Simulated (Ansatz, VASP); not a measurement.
# Cross-check of Ga7Pt3 (Ga7Pt3 (Im-3m)) between VASP and Ansatz, part 2 of 2

Wanted: the spread between two codes on one cell, functional and k mesh. The cell is taken from a series of runs on this material, whose earlier steps may have relaxed, scaled, displaced or heated it; both programs get it as it stands.

VASP 6.6.1 and Ansatz 0.2.0.

So far: Starting point; VASP: relaxation of cell and atoms, r2SCAN.

## (3) Ansatz: relaxation of cell and atoms, r2SCAN

Level of this step: Ansatz beside VASP: Kohn-Sham DFT, plane waves, r2SCAN (Ansatz).

Ansatz runs on its PAW soft_1 files.

The same cell, functional, mesh and smearing now go to Ansatz.

input.yaml

```yaml
crystal:
  lattice:
    - [-4.3992225, 4.3992225, 4.3992225]
    - [4.3992225, -4.3992225, 4.3992225]
    - [4.3992225, 4.3992225, -4.3992225]
  atoms:
    - { symbol: Ga, position: [0.75, 0.25, 0.5] }
    - { symbol: Ga, position: [0.75, 0.5, 0.25] }
    - { symbol: Ga, position: [0.5, 0.25, 0.75] }
    - { symbol: Ga, position: [0.25, 0.5, 0.75] }
    - { symbol: Ga, position: [0.25, 0.75, 0.5] }
    - { symbol: Ga, position: [0.5, 0.75, 0.25] }
    - { symbol: Ga, position: [1.0, 1.0, 0.32839338] }
    - { symbol: Ga, position: [0.0, 0.32839338, 1.0] }
    - { symbol: Ga, position: [0.32839338, 0.0, 1.0] }
    - { symbol: Ga, position: [0.67160662, 0.67160662, 0.67160662] }
    - { symbol: Ga, position: [0.0, 0.0, 0.67160662] }
    - { symbol: Ga, position: [0.0, 0.67160662, 0.0] }
    - { symbol: Ga, position: [0.67160662, 0.0, 0.0] }
    - { symbol: Ga, position: [0.32839338, 0.32839338, 0.32839338] }
    - { symbol: Pt, position: [0.65890947, 0.65890947, 0.0] }
    - { symbol: Pt, position: [0.34109053, 0.0, 0.34109053] }
    - { symbol: Pt, position: [0.0, 0.34109053, 0.34109053] }
    - { symbol: Pt, position: [0.34109053, 0.34109053, 0.0] }
    - { symbol: Pt, position: [0.65890947, 0.0, 0.65890947] }
    - { symbol: Pt, position: [0.0, 0.65890947, 0.65890947] }
basis:
  ecutwfc: 500
  xc_grid: 2
hamiltonian:
  xc: r2scan
  pseudopotentials: { kind: paw, azcp: { folder: soft_1 } }
kpoints:
  mp_grid: { grid: [6, 6, 6] }
scf:
  occupations: { method: fermi_dirac, width: 0.05 }
  max_iter: 150
output:
  forces: true
  stress: true
relax:
  f_tol: 0.01
  max_steps: 60
  cell: {}
checkpoint:
  write: "../r2scan.run"
  compress: false
  write_wavefunctions: false
  write_every: 100000
```

Started as:

```
> ansatz run input.yaml --threads 4 --pin off --max-ram 6594MiB --backend cpu --events-out ev --progress --plain --runs-dir out
```

Numbers of over 12 decimals in the logs are rounded to 6 here.

Output:

```text
Engine: ansatz 0.2.0, aarch64-unknown-linux-gnu
Pseudopotentials: kind: paw
Pseudopotential: Ga, paw, valence charge 13, recommended cutoff 500 eV (meta_gga), soft_1/Ga.paw.azcp
Pseudopotential: Pt, paw, valence charge 18, recommended cutoff 500 eV (meta_gga), soft_1/Pt.paw.azcp
Functional definition: r2SCAN
  parameter k0 = 0.174
  parameter k1 = 0.065
  parameter a1 = 4.9479
  exchange = r2scan_x(k0 = k0, k1 = k1, a1 = a1)
  correlation = r2scan_c
Crystal: 20 atoms, lattice volume = 340.555 Å³
Basis set: ecut = 500 eV, 8589 PW (Γ), exchange–correlation on 120×120×120 points (8 copies of the dense FFT grid, shifted against one another)
Bands: 174, of which v1, the nominal top of the filled ones, is band 145 counted from 1 (144 counted from 0)
Symmetry: 48 space group operations
Space group: Im-3m (ITA 229), of the structure as read, at distance tolerance 7.0e-5 Å
k-points: 16 of 216
Non-local potential: Ga, projectors of the file, l = 0: 2, l = 1: 2, l = 2: 3, l = 3: 1
Non-local potential: Pt, projectors of the file, l = 0: 3, l = 1: 2, l = 2: 2, l = 3: 1
PAW form: soft (Blöchl's): semilocal exchange-correlation on the pseudo side does not see the compensation charge
PAW frozen core: Ga, regenerated for the run's functional (the file was generated under x = pbe(κ = 0.804, μ = 0.219515), c = pbe(β = 0.066725))
PAW frozen core: Pt, regenerated for the run's functional (the file was generated under x = pbe(κ = 0.804, μ = 0.219515), c = pbe(β = 0.066725))
PAW one-centre angular grid: Ga, 590 points (default); XC on 160 Gauss nodes
PAW one-centre angular grid: Pt, 590 points (default); XC on 160 Gauss nodes
Initial density: superposition of atomic densities (chi_scale 0.1, normalization cell, long waves kept (reshape's long-wave potential 0.01 eV rms))
Initial wavefunctions: pseudopotential atomic-orbital guess
Functional: x = r2scan, c = r2scan; τ floored in thin density (d = 2e-4 eV/Å³)
SCF iter   1: F=—  HF=-128315.100253 eV  |F-HF|=—  |Δ(HF+E_count)|=         —  Δρ=1.16e-1  dr2=6.48e1  dr2_τ=3.11e0  ethr=3.10e-3  ⟨swp⟩=5.0  Hψ=8538  notcnv=0  defer=138
preconditioner: auto → Kerker (q_TF=auto, 2.656 Å⁻¹)  [metal: Δε(μ)=0.011 eV  Ē_g=15.410 eV  σ=0.050 eV  W_gap=0.05  n_scr=86 (ndim 8)  ℏωp=31.3 eV  f_vac=0.000  D(μ)=6.80/eV (n_scr^D=42)]
SCF iter   2: F=—  HF=-128304.128964 eV  |F-HF|=—  |Δ(HF+E_count)|=    1.10e1  Δρ=3.25e-2  dr2=2.65e0  dr2_τ=2.20e0  ethr=3.10e-3  ⟨swp⟩=2.9  Hψ=5700  notcnv=0  defer=305
preconditioner: auto → Resta (q_TF=auto, 2.656 Å⁻¹)  ε∞=5.3  [insulator: Δε(μ)=0.147 eV  Ē_g=15.123 eV  σ=0.050 eV  W_gap=0.57  n_scr=86 (ndim 8)  ℏωp=31.3 eV  f_vac=0.001  D(μ)=3.82/eV (n_scr^D=12)  ε∞_Penn≈5.3]
SCF iter   3: F=—  HF=-128304.421194 eV  |F-HF|=—  |Δ(HF+E_count)|=   2.92e-1  Δρ=1.77e-2  dr2=5.86e-1  dr2_τ=1.59e-2  ethr=9.13e-4  ⟨swp⟩=3.0  Hψ=5106  notcnv=0  defer=218
automatic band count: iteration 3 solves 168 bands in place of 174: the levels show a gap, and the empty bands left out lie too high to hold charge; the band table lists the bands solved (type scf.n_extra_bands for more)
SCF iter   4: F=—  HF=-128304.508344 eV  |F-HF|=—  |Δ(HF+E_count)|=   8.71e-2  Δρ=3.55e-3  dr2=3.75e-2  dr2_τ=1.12e-3  ethr=2.02e-4  ⟨swp⟩=5.4  Hψ=7695  notcnv=0  defer=230
automatic band count: iteration 4 solves 174 bands in place of 168: the levels no longer show a gap clear of their residuals, so the SCF keeps every band
SCF iter   5: F=—  HF=-128304.493884 eV  |F-HF|=—  |Δ(HF+E_count)|=   1.45e-2  Δρ=1.54e-3  dr2=9.68e-3  dr2_τ=2.40e-4  ethr=1.29e-5  ⟨swp⟩=2.0  Hψ=5305  notcnv=0  defer=310
SCF iter   6: F=—  HF=-128304.500449 eV  |F-HF|=—  |Δ(HF+E_count)|=   6.57e-3  Δρ=4.98e-4  dr2=1.01e-3  dr2_τ=1.30e-4  ethr=3.34e-6  ⟨swp⟩=2.0  Hψ=3932  notcnv=0  defer=310
SCF iter   7: F=—  HF=-128304.500704 eV  |F-HF|=—  |Δ(HF+E_count)|=   2.54e-4  Δρ=1.20e-4  dr2=5.45e-5  dr2_τ=1.41e-6  ethr=3.48e-7  ⟨swp⟩=2.0  Hψ=3290  notcnv=0  defer=310
SCF iter   8: F=—  HF=-128304.501116 eV  |F-HF|=—  |Δ(HF+E_count)|=   4.12e-4  Δρ=2.95e-5  dr2=3.21e-6  dr2_τ=5.38e-8  ethr=1.88e-8  ⟨swp⟩=2.0  Hψ=3931  notcnv=0  defer=310
SCF iter   9: F=—  HF=-128304.501118 eV  |F-HF|=—  |Δ(HF+E_count)|=   1.66e-6  Δρ=1.30e-5  dr2=3.80e-7  dr2_τ=7.55e-9  ethr=1.11e-9  ⟨swp⟩=2.0  Hψ=4412  notcnv=0  defer=310
SCF iter  10: F=—  HF=-128304.501118 eV  |F-HF|=—  |Δ(HF+E_count)|=   2.80e-7  Δρ=4.42e-6  dr2=5.40e-8  dr2_τ=2.00e-9  ethr=3.45e-11  ⟨swp⟩=4.2  Hψ=9407  notcnv=0
SCF iter  11: F=-128304.501118 eV  HF=-128304.501118 eV  |F-HF|=2.04e-9  |Δ(HF+E_count)|=   4.83e-8  Δρ=1.91e-6  dr2=1.42e-8  dr2_τ=8.63e-10  ethr=1.86e-11  ⟨swp⟩=3.8  Hψ=7449  notcnv=0
SCF 1 converged in 11 iterations: F = -128304.501118 eV  dr2 = 1.42e-8
  greatest PAW one-centre occupation: 1.000 electrons in one spin orbital (limit 2), on the Pt atom at site 19 (counted from 0), in its partial waves of l = 0
relax step   1: F+E_penalty+E_count = -128304.50111757 eV  Δ(F+E_penalty+E_count) = +0.000e0 eV  max|allowed force component| = 1.974e-2 eV/Å  Δτ_max = 0.0000 Å  P = -0.038 GPa  Ω = 340.555 Å³  (11 SCF iters, dr2 threshold 1.00e-7 eV, accepted)
[...]
relax step   2: F+E_penalty+E_count = -128304.50170652 eV  Δ(F+E_penalty+E_count) = -5.889e-4 eV  max|allowed force component| = 6.347e-4 eV/Å  Δτ_max = 0.0034 Å  P = +0.020 GPa  Ω = 340.331 Å³  energy of the carried Pulay correction = +1.069e-4 eV  (8 SCF iters, dr2 threshold 2.44e-8 eV, accepted)
[...]
relax step   3: F+E_penalty+E_count = -128304.50162574 eV  Δ(F+E_penalty+E_count) = +8.078e-5 eV  max|allowed force component| = 6.487e-4 eV/Å  Δτ_max = 0.0000 Å  P = +0.020 GPa  Ω = 340.331 Å³  stress off target by 2.02e-2 GPa  SCF on the basis re-selected at this cell (its energy is not comparable with the rows above)  (6 SCF iters)
basis re-selected at this cell: Δ(F+E_penalty+E_count) = +8.078e-5 eV, ΔP = -0.000 GPa vs the last step (what re-selecting the basis moved, of the pressure what is left beyond the Pulay correction that the steps carried, after the strain that the cell walked since its last selection, with what the two solves' SCF thresholds leave and, on support functions, any second-order correction that the steps lacked; it is no m [...]
SCF converged after 6 iterations
Free energy (F): -128304.501626 eV
Harris-Foulkes:  -128304.501626 eV  (|F-HF|=2.91e-11)
Internal energy: -128304.468018 eV  (E = F + TS)
E sigma→0 (E₀):  -128304.484822 eV
Entropy (-TS):   -0.033607 eV (-1.680 meV/atom)
Fermi energy:    13.674466 eV
--- Per-component energies (eV) ---
  E_band       = -1831.675345
  E_kinetic    = 5141.577070
  E_local      = -28875.932224  (includes V_loc(G=0)·N_el)
  E_nonlocal   = -65.695761
  E_hartree    = 16135.868827
  E_xc         = -2131.712989
  E_vxc        = -2619.963569  (∫ρ·V_xc dr)
  E_paw        = -85124.703651  (= ΣΔE_a)
  E_vpaw       = -7849.000206  (= ΣTr[D̂ρ^β])
  E_aug_tail   = 0.004962  (compensation charges beyond the density's cutoff)
  E_vtau       = 165.596208  (kinetic-family band-sum trace: ∫τ·v_τ [+ j·A + Jᵃ·Aᵃ] dr)
  E_ewald      = -33373.341635
  E_core_change = -10.532616  (= ΣΔE_core)
  E_smearing   = -0.033607  (= −TS)
  E_closure    = 0.000000  (closes the sum)
  Σ components = -128304.501626   (vs F -128304.501626, Δ=0.00e0)
--- Forces (eV/Å), atoms counted from 1 ---
  atom   1  Ga    -0.00000000     0.00000000    -0.00000000
  atom   2  Ga    -0.00000000     0.00000000     0.00000000
  atom   3  Ga     0.00000000    -0.00000000     0.00000000
  atom   4  Ga     0.00000000    -0.00000000    -0.00000000
  atom   5  Ga     0.00000000     0.00000000     0.00000000
  atom   6  Ga     0.00000000     0.00000000    -0.00000000
  atom   7  Ga     0.00005001     0.00005001    -0.00005001
  atom   8  Ga     0.00005001    -0.00005001     0.00005001
  atom   9  Ga    -0.00005001     0.00005001     0.00005001
  atom  10  Ga    -0.00005001    -0.00005001    -0.00005001
  atom  11  Ga    -0.00005001    -0.00005001     0.00005001
  atom  12  Ga    -0.00005001     0.00005001    -0.00005001
  atom  13  Ga     0.00005001    -0.00005001    -0.00005001
  atom  14  Ga     0.00005001     0.00005001     0.00005001
  atom  15  Pt     0.00000000    -0.00000000     0.00064872
  atom  16  Pt     0.00000000    -0.00064872     0.00000000
  atom  17  Pt    -0.00064872    -0.00000000     0.00000000
  atom  18  Pt     0.00000000    -0.00000000    -0.00064872
  atom  19  Pt    -0.00000000     0.00064872     0.00000000
  atom  20  Pt     0.00064872     0.00000000    -0.00000000
  max |Σ_I F_I| component: 2.88e-17 eV/Å
--- Stress (GPa, compression-positive) ---
        0.020156      -0.000000      -0.000000
       -0.000000       0.020156      -0.000000
        0.000000      -0.000000       0.020156
  P = ⅓ Tr σ = 0.0202 GPa (0.202 kbar)
--- Relaxed structure (2 steps of the walk, 2 accepted, 1 SCFs on fresh bases) ---
  F+E_penalty+E_count = -128304.50162574 eV   max|allowed force component| = 6.487e-4 eV/Å   (the final SCF, on the basis selected at the relaxed cell)
  cell:  # Å, volume = 340.3306 Å³
    - [-4.398254, 4.398254, 4.398254]
    - [4.398254, -4.398254, 4.398254]
    - [4.398254, 4.398254, -4.398254]
  atoms:
    - { symbol: Ga, position: [0.75, 0.250000, 0.5] }
    - { symbol: Ga, position: [0.750000, 0.500000, 0.25] }
    - { symbol: Ga, position: [0.5, 0.250000, 0.75] }
    - { symbol: Ga, position: [0.250000, 0.5, 0.75] }
    - { symbol: Ga, position: [0.250000, 0.75, 0.5] }
    - { symbol: Ga, position: [0.500000, 0.750000, 0.25] }
    - { symbol: Ga, position: [1.000000, 1.000000, 0.328835] }
    - { symbol: Ga, position: [0.0, 0.328835, 1.000000] }
    - { symbol: Ga, position: [0.328835, 0.0, 1.000000] }
    - { symbol: Ga, position: [0.671165, 0.671165, 0.671165] }
    - { symbol: Ga, position: [0.0, 0.0, 0.671165] }
    - { symbol: Ga, position: [0.0, 0.671165, 0.0] }
    - { symbol: Ga, position: [0.671165, 0.0, 0.0] }
    - { symbol: Ga, position: [0.328835, 0.328835, 0.328835] }
    - { symbol: Pt, position: [0.658976, 0.658976, 0] }
    - { symbol: Pt, position: [0.341024, 0, 0.341024] }
    - { symbol: Pt, position: [0, 0.341024, 0.341024] }
    - { symbol: Pt, position: [0.341024, 0.341024, 0] }
    - { symbol: Pt, position: [0.658976, 0, 0.658976] }
    - { symbol: Pt, position: [0, 0.658976, 0.658976] }
```

## (4) Comparison

Known differences besides the potentials themselves: VASP keeps PBE cores, Ansatz makes them for the functional; the data sets hold 290 valence electrons in Ansatz (on its PAW soft_1 files) and 242 in VASP; the cutoff is 500 eV in Ansatz and 550 eV in VASP; Ansatz adds a Pulay correction to the stress that steers its cell, VASP none. Total energies have different zeros and are not compared.

Both answers:

```csv
quantity,Ansatz,VASP,difference
volume (Å³),340.33,340.53,-0.06 %
"edge a after relaxation, in the typed setting (Å)",7.618,7.620,-0.02 %
```

## (5) Results

```json
{"difference in volume (relaxation of cell and atoms, r2SCAN)": "-0.058 %"}
```

**Reading.** The difference in volume is -0.058 % (relaxation of cell and atoms, r2SCAN), within the 1.2 % picked in this series as the mark of a large difference, as far as the stopping tolerances let one tell. The data sets hold unlike numbers of valence electrons (290 in Ansatz and 242 in VASP), so part of the differences comes from the potentials. Such differences can come from data sets, numerical settings and the points named under the comparisons, not from the functional's error against experiment.

[Lines on the potential files, build, host, timing and source positions are cut from VASP's logs without a mark.]

[Logs are printed without paths, hosts, clocks, repeated set-up lines and the standing remarks that a program may print on its own settings, such as how far it seeks lower states.]

[Hosts, paths, dates, database ids (printed as entryN), source tags and the programs' standing remarks are cut or masked in the printed files.]
